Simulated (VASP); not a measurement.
Runs of VASP 6.6.1 on CaHgI3. Symmetry: Pm-3m, No. 221, cubic system. Conventional cell: a = 5.946 Å, b = 5.946 Å, c = 5.946 Å, α = 90.00°, β = 90.00°, γ = 90.00°. Ca (site symmetry m-3m) has 12 I at 4.20 Å as nearest neighbours. Around Hg (site symmetry m-3m) lie 6 I at 2.97 Å. Around I (site symmetry 4/mmm) lie 2 Hg at 2.97 Å. The cell was built by a generator and needn't be a form met in nature.

| task | level | spin | cell | k mesh | cutoff (eV) | smearing | other keys | gap on the mesh (eV) | pressure (GPa) | relaxed volume (Å³/atom) |
| --- | --- | --- | --- | --- | --- | --- | --- | --- | --- | --- |
| band structure | BLYP+D3(BJ) | SOC, no magnetisation | as given | 4 × 4 × 4 | 520 | fermi-dirac 0.02 eV | - | - | (a) | - |
| electric field gradients | BLYP+D4 | off | as given | 4 × 4 × 4 | 520 | tetrahedron | MAXMIX = 10; k = 4 × 4 × 4; ISMEAR = -5; SIGMA = 0.02 | none | 12.0 | - |
| single point | PBE | off | as given | 5 × 5 × 5 | 520 | fermi-dirac 0.05 eV | - | none | (b) | - |
| relaxation of cell and atoms | PBEsol | off | relaxed | 5 × 5 × 5 | 600 | gaussian 0.05 eV | - | none | 0.0 | 39.47 |
| relaxation of cell and atoms | PBE | off | relaxed | 5 × 5 × 5 | 600 | gaussian 0.05 eV | - | none | 0.0 | 42.24 |

Alike in all rows: potentials or basis VASP PAW PBE potentials, release 64 (Ca_sv, Hg, I).

Question: Estimate the missing entries.

Answer: (a) -0.7; (b) 0.1.

Caveats: an odd number of electrons without spin polarisation forces a metal (some runs); a magnetic or distorted state may lie lower (some runs); the PAW data sets were made with another functional, which shifts forces and pressure a little (some runs); pairwise dispersion overbinds metals, which lowers pressure and volume (some runs); tetrahedron occupations give inexact forces and stress in metals (some runs).

A k mesh can miss the band edges, and rows without SOC leave out spin-orbit coupling on Hg, I.

A gap of «none» marks a metal or a gap under the smearing width.
